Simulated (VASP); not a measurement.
Here is a VASP 6.6.1 calculation.

File INCAR:

```
SYSTEM = LaOsN3
PREC = Accurate
ENCUT = 520
EDIFF = 1E-6
ISMEAR = 1
SIGMA = 0.5
LREAL = .FALSE.
LASPH = .TRUE.
NELM = 100
ALGO = Normal
ISIF = 2
LWAVE = .FALSE.
LCHARG = .TRUE.
LELF = .TRUE.
LVHAR = .TRUE.
NBANDS = 25
```

File KPOINTS:

```
regular mesh
0
G
  7 7 7
  0 0 0
```

Contents of POSCAR:

```
LaOsN3
1.0
    3.9505550000      0.0000000000      0.0000000000
    0.0000000000      3.9505550000      0.0000000000
    0.0000000000      0.0000000000      3.9505550000
La Os N
1 1 3
Direct
    0.5000000000      0.5000000000      0.5000000000
    0.0000000000      0.0000000000      0.0000000000
    0.5000000000      0.0000000000      0.0000000000
    0.0000000000      0.5000000000      0.0000000000
    0.0000000000      0.0000000000      0.5000000000
```

Potentials or basis: VASP PAW LDA potentials, release 64 (La, Os, N).

The run is started by

```sh
$ cat potpaw_LDA.64/La/POTCAR potpaw_LDA.64/Os/POTCAR potpaw_LDA.64/N/POTCAR > POTCAR
$ mpirun -np 1 vasp_std > vasp.out
```

Q: Estimate the band gap on the k mesh.

A: None (metal or under the smearing width).

Q: What does it give for the pressure?

A: -11.9 GPa.

The run has no spin-orbit coupling, so splittings on La, Os are missing.
